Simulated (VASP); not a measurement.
Here is a VASP 6.6.1 calculation.

The input INCAR:

```
SYSTEM = Sc15VN16
ALGO = Normal
AMIX = 0.2
AMIX_MAG = 0.8
BMIX = 1E-4
BMIX_MAG = 1E-4
EDIFF = 1E-7
ENCUT = 520
GGA = PE
ICORELEVEL = 1
ISIF = 2
ISMEAR = 1
ISPIN = 2
KPAR = 8
LASPH = .TRUE.
LCHARG = .FALSE.
LMAXMIX = 4
LORBIT = 11
LREAL = .FALSE.
LWAVE = .FALSE.
MAGMOM = 2 0 0 0 0 0 0 0 0 0 0 0 0 0 0 0 0 0 0 0 0 0 0 0 0 0 0 0 0 0 0 0
NBANDS = 155
NELM = 150
PREC = Accurate
SIGMA = 0.1
```

File KPOINTS:

```
k-points
0
G
  6 6 6
  0 0 0
```

The input POSCAR:

```
Sc15VN16                                
1.0
   -4.4878757143     -4.4878757143      4.4878757143
    4.4878757143      4.4878757143      4.4878757143
   -4.4878757143      4.4878757143     -4.4878757143
  V               Sc              N             
     1    15    16
Direct
     0.0000000000000000    0.0000000000000000    0.0000000000000000
     0.2490836841507047    0.0000000000000000    0.7509163158492953
     0.0000000000000000    0.2490836841507047    0.7509163158492953
     0.5000000000000000    0.0000000000000000    0.5000000000000000
     0.2490836841507047    0.2490836841507047    0.4981673683014094
     0.0000000000000000    0.5000000000000000    0.5000000000000000
     0.7509163158492953    0.0000000000000000    0.2490836841507047
     0.4981673683014094    0.2490836841507047    0.2490836841507047
     0.2490836841507047    0.4981673683014094    0.2490836841507047
     0.0000000000000000    0.7509163158492953    0.2490836841507047
     0.7509163158492953    0.2490836841507047    0.0000000000000000
     0.5000000000000000    0.5000000000000000    0.0000000000000000
     0.2490836841507047    0.7509163158492953    0.0000000000000000
     0.7509163158492953    0.5018326316985906    0.7509163158492953
     0.5018326316985906    0.7509163158492953    0.7509163158492953
     0.7509163158492953    0.7509163158492953    0.5018326316985906
     0.0000000000000000    0.5000000000000000    0.0000000000000000
     0.2500000000000000    0.5000000000000000    0.7500000000000000
     0.0000000000000000    0.7591884583870581    0.7591884583870581
     0.5000000000000000    0.5000000000000000    0.5000000000000000
     0.2500000000000000    0.7500000000000000    0.5000000000000000
     0.0000000000000000    0.0000000000000000    0.5000000000000000
     0.7500000000000000    0.5000000000000000    0.2500000000000000
     0.5000000000000000    0.7500000000000000    0.2500000000000000
     0.2408115416129419    0.0000000000000000    0.2408115416129419
     0.0000000000000000    0.2408115416129419    0.2408115416129419
     0.7591884583870581    0.7591884583870581    0.0000000000000000
     0.5000000000000000    0.0000000000000000    0.0000000000000000
     0.2408115416129419    0.2408115416129419    0.0000000000000000
     0.7591884583870581    0.0000000000000000    0.7591884583870581
     0.5000000000000000    0.2500000000000000    0.7500000000000000
     0.7500000000000000    0.2500000000000000    0.5000000000000000
```

File KPOINTS_OPT:

```
explicit points
4
Reciprocal
 0.0000000000  0.0000000000  0.0000000000 1
 0.5000000000 -0.5000000000  0.5000000000 1
 0.2500000000  0.2500000000  0.2500000000 1
 0.0000000000  0.0000000000  0.5000000000 1
```

Potentials or basis: VASP PAW PBE potentials, release 64 (V_sv, Sc_sv, N).

Command:

```bash
$ cat potpaw_PBE.64/V_sv/POTCAR potpaw_PBE.64/Sc_sv/POTCAR potpaw_PBE.64/N/POTCAR > POTCAR
$ mpirun -np 8 vasp_std > vasp.out
```

**Question.** Predict the pressure.

**Answer.** 0.1 GPa.

**Question.** Estimate the site moments.

**Answer.** V +0.82; Sc +0.01; N +0.00, +0.01, -0.01 μB.

Core levels (eV, on the scale of the bands):
| atom | levels |
| --- | --- |
| 1 V | 1s -5353.5, 2s -592.2, 2p -492.6 |
| 2 Sc | 1s -4383.8, 2s -461.5, 2p -375.4 |
| 3 Sc | 1s -4383.8, 2s -461.5, 2p -375.4 |
| 4 Sc | 1s -4384.1, 2s -461.7, 2p -375.6 |
| 5 Sc | 1s -4383.8, 2s -461.5, 2p -375.4 |
| 6 Sc | 1s -4384.1, 2s -461.7, 2p -375.6 |
